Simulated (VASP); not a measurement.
These are LDA (Ceperley-Alder, Perdew-Zunger), VASP's LDA PAW potentials (set 64) (plane waves; VASP) values and carry that method's errors.

A VASP calculation is set up with these files.

### POSCAR
```
TiCo
1.0
  2.9630900000   0.0000000000   0.0000000000
  0.0000000000   2.9630900000   0.0000000000
  0.0000000000   0.0000000000   2.9630900000
Ti Co
1 1
direct
  0.0000000000   0.0000000000   0.0000000000
  0.5000000000   0.5000000000   0.5000000000
```

**INCAR**
```
SYSTEM = TiCo
PREC = Accurate; ENCUT = 300; LREAL = F
LASPH = T
EDIFF = 1E-6; NELM = 100; ALGO = Normal
LMAXMIX = 4
ISMEAR = -1; SIGMA = 0.136
ISIF = 2
LWAVE = F; LCHARG = F
```

KPOINTS:
```
Automatic mesh
0
Gamma
9 9 9
0 0 0
```

POTCAR, in this order: Ti_sv Co (LDA.64 set). Program: vasp_std.

Output of the run:

### OUTCAR
```
 ion  position               nearest neighbor table
   1  0.000  0.000  0.000-   2 2.57   2 2.57   2 2.57   2 2.57   2 2.57   2 2.57   2 2.57   2 2.57
  LATTYP: Found a simple cubic cell.
 ALAT       =     2.9630900000
 Subroutine PRICEL returns:
 Original cell was already a primitive cell.
 Subroutine GETGRP returns: Found 48 space group operations
The static configuration has the point symmetry O_h .
The dynamic configuration has the point symmetry O_h .
 Subroutine INISYM returns: Found 48 space group operations
 Subroutine IBZKPT returns following result:
 Found     35 irreducible k-points:

 Following reciprocal coordinates:
            Coordinates               Weight
  0.000000  0.000000  0.000000      1.000000
  0.111111  0.000000  0.000000      6.000000
  0.222222  0.000000  0.000000      6.000000
  0.333333  0.000000  0.000000      6.000000
  0.444444  0.000000  0.000000      6.000000
  0.111111  0.111111  0.000000     12.000000
  0.222222  0.111111  0.000000     24.000000
  0.333333  0.111111  0.000000     24.000000
  0.444444  0.111111  0.000000     24.000000
  0.222222  0.222222  0.000000     12.000000
  0.333333  0.222222  0.000000     24.000000
  0.444444  0.222222  0.000000     24.000000
  0.333333  0.333333  0.000000     12.000000
  0.444444  0.333333  0.000000     24.000000
  0.444444  0.444444  0.000000     12.000000
  0.111111  0.111111  0.111111      8.000000
  0.222222  0.111111  0.111111     24.000000
  0.333333  0.111111  0.111111     24.000000
  0.444444  0.111111  0.111111     24.000000
  0.222222  0.222222  0.111111     24.000000
  0.333333  0.222222  0.111111     48.000000
  0.444444  0.222222  0.111111     48.000000
  0.333333  0.333333  0.111111     24.000000
  0.444444  0.333333  0.111111     48.000000
  0.444444  0.444444  0.111111     24.000000
...
```

### OSZICAR
```
       N       E                     dE             d eps       ncg     rms          rms(c)
DAV:   1     0.114813521630E+03    0.11481E+03   -0.76063E+03   980   0.130E+03
DAV:   2    -0.139125289146E+02   -0.12873E+03   -0.12627E+03   998   0.347E+02
DAV:   3    -0.198328668506E+02   -0.59203E+01   -0.58738E+01  1368   0.850E+01
DAV:   4    -0.200234516255E+02   -0.19058E+00   -0.19012E+00  1242   0.132E+01
DAV:   5    -0.200295802600E+02   -0.61286E-02   -0.61282E-02  1404   0.201E+00    0.131E+01
DAV:   6    -0.181795194704E+02    0.18501E+01   -0.14517E+01  1190   0.557E+01    0.735E+00
DAV:   7    -0.202189834573E+02   -0.20395E+01   -0.27875E+01  1570   0.500E+01    0.217E+01
DAV:   8    -0.176097511691E+02    0.26092E+01   -0.15767E+01  1464   0.378E+01    0.161E+00
DAV:   9    -0.176225687535E+02   -0.12818E-01   -0.24156E-01  1320   0.436E+00    0.172E+00
DAV:  10    -0.176089354823E+02    0.13633E-01   -0.71019E-02  1390   0.330E+00    0.374E-01
DAV:  11    -0.176072192829E+02    0.17162E-02   -0.81544E-03  1212   0.105E+00    0.179E-01
DAV:  12    -0.176070026783E+02    0.21660E-03   -0.10622E-03  1560   0.243E-01    0.311E-02
DAV:  13    -0.176069964390E+02    0.62393E-05   -0.24185E-05  1050   0.465E-02    0.215E-02
DAV:  14    -0.176069926911E+02    0.37478E-05   -0.24001E-05  1378   0.458E-02    0.266E-03
DAV:  15    -0.176069926926E+02   -0.14829E-08   -0.43533E-07   550   0.921E-03
   1 F= -.17606993E+02 E0= -.17527691E+02  d E =-.158604E+00
```

File OUTCAR:
```
------------------------ aborting loop because EDIFF is reached ----------------------------------------
  FORCE on cell =-STRESS in cart. coord.  units (eV):
  Direction    XX          YY          ZZ          XY          YZ          ZX
  --------------------------------------------------------------------------------------
  Total       -1.8476970     -1.8476970     -1.8476970      0.0000000      0.0000000     -0.0000000
  in kB     -113.7907116   -113.7907116   -113.7907116      0.0000000      0.0000000     -0.0000000
  external PRESSURE =    -113.7907116 kB  Pullay stress =       0.0000000 kB
  volume of cell :       26.02
      direct lattice vectors                 reciprocal lattice vectors
     2.963090000  0.000000000  0.000000000     0.337485530  0.000000000  0.000000000
     0.000000000  2.963090000  0.000000000     0.000000000  0.337485530  0.000000000
     0.000000000  0.000000000  2.963090000     0.000000000  0.000000000  0.337485530
 POSITION                                       TOTAL-FORCE (eV/Angst)
 -----------------------------------------------------------------------------------
      0.00000      0.00000      0.00000         0.000000      0.000000      0.000000
      1.48154      1.48154      1.48154         0.000000      0.000000      0.000000
 -----------------------------------------------------------------------------------
    total drift:                                0.000000     -0.000000      0.000000
  FREE ENERGIE OF THE ION-ELECTRON SYSTEM (eV)
  ---------------------------------------------------
  free  energy   TOTEN  =       -17.6069926926 eV

  energy  without entropy=      -17.4483884374  energy(sigma->0) =      -17.52769057
```
(Selected blocks of OUTCAR.)

### OUTCAR
```
 val. band max:        9.9044799076   @ k =   0.4444   0.3333   0.1111

 cond. band min:       9.9268757727   @ k =   0.3333   0.1111   0.0000


 Fermi energy:         9.9187807123

 k-point     1 :       0.0000    0.0000    0.0000
  band No.  band energies     occupation
      1     -46.4439      2.00000
      2     -22.9422      2.00000
      3     -22.9422      2.00000
      4     -22.9422      2.00000
      5       2.3252      2.00000
      6       6.0749      2.00000
      7       6.0749      2.00000
      8       8.4634      1.99995
      9       8.4634      1.99995
     10       8.4634      1.99995
     11      10.7304      0.00511
     12      10.7304      0.00511
     13      12.7612      0.00000
     14      12.7612      0.00000

 k-point     2 :       0.1111    0.0000    0.0000
  band No.  band energies     occupation
      1     -46.4394      2.00000
      2     -22.9824      2.00000
      3     -22.9394      2.00000
      4     -22.9394      2.00000
      5       2.5727      2.00000
      6       6.1864      2.00000
      7       6.1908      2.00000
      8       8.4472      1.99996
      9       8.4472      1.99996
     10       8.5089      1.99994
     11      10.6010      0.01317
     12      10.7786      0.00359
     13      12.4280      0.00000
     14      12.4280      0.00000

 k-point     3 :       0.2222    0.0000    0.0000
  band No.  band energies     occupation
      1     -46.4280      2.00000
      2     -23.0829      2.00000
      3     -22.9319      2.00000
      4     -22.9319      2.00000
      5       3.2811      2.00000
      6       6.4655      2.00000
      7       6.5055      2.00000
      8       8.4137      1.99997
      9       8.4137      1.99997
     10       8.6298      1.99985
     11      10.2343      0.17891
     12      10.8434      0.00223
     13      11.7225      0.00000
     14      11.7225      0.00000

 k-point     4 :       0.3333    0.0000    0.0000
  band No.  band energies     occupation
...
```

At this cut-off the stress carries a Pulay error, which pulls relaxed volumes low.

The structure is a typed TiCo crystal (Pm-3m). The cell was not relaxed at this level. The run is one of a series of settings (GGA removed, POTCAR Ti_sv Co (LDA.64 set) against the base run), some of them coarse on purpose. The run is not spin-polarised, so no magnetic state was tried. The electron count is odd and the run is not spin-polarised, which forces a metal.
